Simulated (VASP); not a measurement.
MgTe: band gap against strain

MgTe (wurtzite, P6_3mc, 33.419 Å³/atom and stress up to 0.02 GPa in the relaxed cell, c along z) under an equal strain ε along all three axes. PBEsol in VASP (plane waves, PAW), 480 eV, 12×12×4 Γ-centred mesh, Gaussian smearing 0.05 eV; ions are relaxed, or left where forces stay under 0.02 eV/Å, within the symmetry of each cell. Gaps are the smallest on the run's k-mesh, which can miss an edge that lies off it, without spin-orbit coupling; in all rows the valence edge lies at Γ and the conduction edge at Γ.

Here s stands for strain and Eg for gap.

| strain (%) | gap (eV) |
|---|---|
| 0.00 | 2.387 |
| 0.50 | 2.320 |
| 1.00 | 2.256 |
| 1.50 | 2.193 |
| 3.00 | ? |

Taking a straight line for Eg over the 4 complete rows: Means: s 0.75000, Eg 2.2890. About the means, the sum of products is -0.16150 and the sum of squares of s is 1.2500; the slope is their ratio. Least squares gives Eg = 2.3859 - 0.12920·s. Residuals (row less fit): 0.0011, -0.0013, -0.0007, 0.0009; standard error 0.0014 (degrees of freedom: 2). Over these rows the gap moves by -12.9 ± 0.1 eV per unit strain, or -4.3 eV per unit of ln V.

Problem. Estimate the missing Eg (s = 3.00); what did the run itself give?

Solution. Eg = 2.3859 - 0.12920 × 3.0 = 1.9983 eV. The calculation gives 2.009 eV, 0.0107 eV above the prediction (2.8 % of the range of Eg in the table). The row lies outside the fitted rows, so this is an extrapolation. From the scatter of the fitted rows alone, a prediction at this place has a standard error of 0.0033 eV, so the miss is 3.2 times that.

A polynomial of degree 2 through the 6 other runs of the series gives 2.010 there, so most of the miss is curvature that the fit leaves out. Spin-orbit coupling is left out, which can shift this property for MgTe. Rows are the converged runs of the series near zero and its far end, less any whose ions stayed unrelaxed beside relaxed ones; series whose fitted rows scatter by over a few per cent of the range, as at a crossing or softening among them, aren't shown in this form. Most that stay on the fit to the last digits aren't either.
